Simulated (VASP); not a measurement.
Write the native input for VASP 6.6.1 that does the following.

```
Task                    : density of states
Functional              : PBEsol
Potentials or basis     : VASP PAW PBE potentials, release 64 (Cu, B)
Cutoff                  : 520 eV
k mesh                  : 12 × 12 × 10
Occupations             : gaussian, width 0.05 eV
Spin                    : no spin polarisation
Dipole correction       : no
k mesh for the DOS      : 18 × 18 × 15
Occupations for the DOS : tetrahedron
Further INCAR settings  : ALGO = Fast; EDIFF = 1e-07; NBANDS = 16
```

Crystal: CuB2.

```
CELL_PARAMETERS angstrom
2.97635 0.00000 0.00000
-1.48818 2.57760 0.00000
0.00000 0.00000 3.28843
ATOMIC_POSITIONS crystal
Cu 0.00000 0.00000 0.00000
B 0.33333 0.66667 0.50000
B 0.66667 0.33333 0.50000
```

The cell comes from a database or a generator and needn't be the stable form of this composition.

These files were run (other wordings do the same):

POSCAR

```
CuB2
1.0
    2.9763517577      0.0000000000      0.0000000000
   -1.4881758789      2.5775962328      0.0000000000
    0.0000000000      0.0000000000      3.2884267810
Cu B
1 2
Direct
    0.0000000000      0.0000000000      0.0000000000
    0.3333333333      0.6666666667      0.5000000000
    0.6666666667      0.3333333333      0.5000000000
```

INCAR.step1

```
SYSTEM = CuB2
PREC = Accurate ; ENCUT = 520
EDIFF = 1E-7 ; ISMEAR = 0
SIGMA = 0.05 ; LREAL = .FALSE.
LASPH = .TRUE. ; NELM = 100
ALGO = Fast ; ISIF = 2
LWAVE = .FALSE. ; LCHARG = .TRUE.
LMAXMIX = 4 ; GGA = PS
NBANDS = 16
```

KPOINTS.step1

```
regular mesh
0
G
  12 12 10
  0 0 0
```

INCAR.step2

```
SYSTEM = CuB2
PREC = Accurate ; ENCUT = 520
EDIFF = 1E-7 ; ISMEAR = -5
SIGMA = 0.05 ; LREAL = .FALSE.
LASPH = .TRUE. ; NELM = 100
ALGO = Fast ; ISIF = 2
LWAVE = .FALSE. ; LCHARG = .FALSE.
LMAXMIX = 4 ; GGA = PS
LORBIT = 11 ; NBANDS = 16
NEDOS = 2001 ; ICHARG = 11
```

KPOINTS.step2

```
regular mesh
0
G
  18 18 15
  0 0 0
```

Potentials or basis: VASP PAW PBE potentials, release 64 (Cu, B).

Command:

```sh
$ cat potpaw_PBE.64/Cu/POTCAR potpaw_PBE.64/B/POTCAR > POTCAR
$ cp INCAR.step1 INCAR
$ cp KPOINTS.step1 KPOINTS
$ mpirun -np 1 vasp_std > vasp.out
$ cp INCAR.step2 INCAR
$ cp KPOINTS.step2 KPOINTS
$ mpirun -np 1 vasp_std > vasp.out
```

Results of the run:

```json
{"Valence electrons inside the program's atomic spheres": "Cu 9.96; B 1.95"}
```

Run time: 67 s on 1 thread of Intel(R) Xeon(R) Platinum 8559C (Emerald Rapids) (shared host), peak memory 0.23 GiB.
